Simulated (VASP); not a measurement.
OSZICAR of a VASP run on CoGa (CsCl type):

OSZICAR:
```
       N       E                     dE             d eps       ncg     rms          rms(c)
DAV:   1     0.755671754408E+02    0.75567E+02   -0.95221E+03  2664   0.232E+03
DAV:   2    -0.239749865938E+02   -0.99542E+02   -0.97396E+02  2604   0.339E+02
DAV:   3    -0.285824444972E+02   -0.46075E+01   -0.45946E+01  2905   0.795E+01
DAV:   4    -0.286575987354E+02   -0.75154E-01   -0.75143E-01  3535   0.929E+00
DAV:   5    -0.286591954846E+02   -0.15967E-02   -0.15967E-02  3054   0.115E+00    0.112E+01
DAV:   6    -0.280692113930E+02    0.58998E+00   -0.36271E+01  2755   0.862E+01    0.145E+01
DAV:   7    -0.249916079261E+02    0.30776E+01   -0.12500E+01  2625   0.545E+01    0.128E+00
DAV:   8    -0.250825609974E+02   -0.90953E-01   -0.62418E-01  3345   0.905E+00    0.188E+00
DAV:   9    -0.250439512517E+02    0.38610E-01   -0.27022E-01  2764   0.770E+00    0.412E-01
DAV:  10    -0.250449509522E+02   -0.99970E-03   -0.70292E-03  2766   0.993E-01    0.359E-01
DAV:  11    -0.250429323089E+02    0.20186E-02   -0.61267E-03  3401   0.972E-01    0.569E-02
DAV:  12    -0.250445616998E+02   -0.16294E-02   -0.12894E-03  2654   0.392E-01    0.281E-02
DAV:  13    -0.250446368543E+02   -0.75155E-04   -0.71852E-05  2829   0.885E-02    0.104E-02
DAV:  14    -0.250446329224E+02    0.39319E-05   -0.32286E-05  3251   0.824E-02    0.803E-03
DAV:  15    -0.250446391629E+02   -0.62404E-05   -0.46623E-06  2731   0.331E-02    0.412E-03
DAV:  16    -0.250446393601E+02   -0.19721E-06   -0.82294E-07  1443   0.134E-02
   1 F= -.25044639E+02 E0= -.25044985E+02  d E =-.250446E+02
```

### Question
Which electronic solver shows in the log?

### Answer
It is blocked Davidson (ALGO = Normal, or the opening steps of other solvers). The INCAR had ALGO = Normal.

### Question
How was spin treated?

### Answer
Without spin polarisation: there is no mag entry.

### Question
Can the final energy be trusted as converged?

### Answer
Self-consistency was reached. It stopped with EDIFF = 1E-6, NELM = 100, NSW = 60 and EDIFFG = -0.01 after 1 ionic step (r2SCAN meta-GGA, plane waves, VASP's PBE PAW potentials (set 64)).

The compound is CoGa in the CsCl type structure. It was relaxed first. The start is the result of an earlier pass. The run is not spin-polarised, so no magnetic state was tried.
